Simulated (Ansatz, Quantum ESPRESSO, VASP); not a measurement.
One structure in several programs: CaSnF₆ (Fm-3m, 8 atoms in the cell)

Self-consistent single point, at a second geometry (lattice scaled by 0.98). First geometry:

```
CELL_PARAMETERS angstrom
      0.00000     4.21892     4.21892
      4.21892     0.00000     4.21892
      4.21892     4.21892     0.00000
ATOMIC_POSITIONS crystal
  Ca 0.00000 0.00000 0.00000
  Sn 0.50000 0.50000 0.50000
  F  0.73394 0.73394 0.26606
  F  0.26606 0.26606 0.73394
  F  0.26606 0.73394 0.73394
  F  0.73394 0.26606 0.26606
  F  0.73394 0.26606 0.73394
  F  0.26606 0.73394 0.26606
```

Shared settings, as Ansatz (a program for electronic structure) writes them: kpoints.mp_grid.grid = 5 5 5; scf.occupations.method = fermi_dirac; scf.occupations.width = 0.0037 Ry. Potentials and cutoffs stand in the table.

```tsv
code	model	ΔF from the first geometry (meV/atom)	pressure (GPa)	largest force (eV/Å)	gap on the mesh (eV)	cutoff
Ansatz	PBEsol, PAW files made with PBE	16.9	5.00	0.675	6.208	default
Quantum ESPRESSO	PBEsol, GBRV 1.5 ultrasoft (PBESOL) pseudopotentials	18.0	5.17	0.738	6.171	40 Ry
VASP	PBEsol, VASP's PBE PAW potentials (set 64)	22.9	-1.67	0.785	6.208	400 eV
```

For VASP (by 7.4 GPa) the energy change implies a higher mean pressure, against the two pressures, than for the other programs: a sign of finite-basis (Pulay) stress.

Gaps are read on the mesh.

The spread over the programs that give each value: ΔF from the first geometry within 6.0 meV/atom; pressure within 6.84 GPa; largest force within 0.110 eV/Å; gap on the mesh within 0.037 eV.

Ansatz's pressure is given at a fixed set of plane waves, as the other plane-wave codes print theirs; with its correction for the finite basis it is 5.30 GPa (the shift of 0.31 GPa shows how far the cutoff is from converged). In the pressure, VASP (by 6.67) lies more than 1 GPa from the median of the plane-wave programs.

VASP's run is marked for a possible Pulay error in its stress at this cutoff; no cutoff test was made.

The starting cell comes from a database of computed structures (which also holds hypothetical and non-ambient phases and stackings), without a prior relaxation at this level. For this run, on top of that: lattice scaled by 0.98.

Left out of this page: ABINIT, CP2K, FLEUR and SIESTA (not drawn, or without a comparable value).

Keys are those of Ansatz 0.2.
